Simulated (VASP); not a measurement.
```
Mg
1.0
    1.66941    -2.89150     0.00000
    1.66941     2.89150     0.00000
    0.00000     0.00000     5.31809
Mg
2
Direct
  0.33333   0.66667   0.25000
  0.66667   0.33333   0.75000
```

Method: PBE GGA, VASP's PBE PAW potentials (set 64) (plane waves; VASP). Run with 480 eV cut-off, 12×12×8 Γ-centred mesh, first-order Methfessel-Paxton smearing of 0.10 eV, potentials Mg.

### Question
Predict the energy per atom (σ→0), pressure, band gap (on the k-mesh) with the smallest direct gap where there is one.

### Answer

The band gap (on the k-mesh) is none (metal, semimetal or under 0.01 eV). The energy per atom (σ→0) is -1.473 eV/atom and the pressure is -3.37 GPa.

The absolute energy has meaning only against runs of the same code, potentials and settings.

The compound is Mg in the hcp structure. This cell was strained or had an atom moved on purpose.
